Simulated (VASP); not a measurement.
Here is a VASP 6.6.1 calculation.

INCAR

```
SYSTEM = LiZn3
PREC = Accurate
ENCUT = 520
EDIFF = 1E-6
ISMEAR = -1
SIGMA = 0.1
LREAL = .False.
LASPH = .True.
NELM = 100
ALGO = Normal
ISIF = 2
LWAVE = .False.
LCHARG = .False.
NBANDS = 28
```

File KPOINTS:

```
regular mesh
0
Gamma
  7 7 7
  0 0 0
```

Contents of POSCAR:

```
LiZn3
1.0
    0.0000000000      3.0111111900      3.0111111900
    3.0111111900      0.0000000000      3.0111111900
    3.0111111900      3.0111111900      0.0000000000
Li Zn
1 3
Direct
    0.0000000000      0.0000000000      0.0000000000
    0.2499999992      0.2499999992      0.2499999992
    0.7499999992      0.7499999992      0.7499999992
    0.5000000000      0.5000000000      0.5000000000
```

Potentials or basis: VASP PAW LDA potentials, release 64 (Li_sv, Zn).

Launch:

```sh
$ cat potpaw_LDA.64/Li_sv/POTCAR potpaw_LDA.64/Zn/POTCAR > POTCAR
$ mpirun -np 1 vasp_std > vasp.out
```

(1) Estimate the band gap on the k mesh.

Results:

(1) none (metal or under the smearing width).
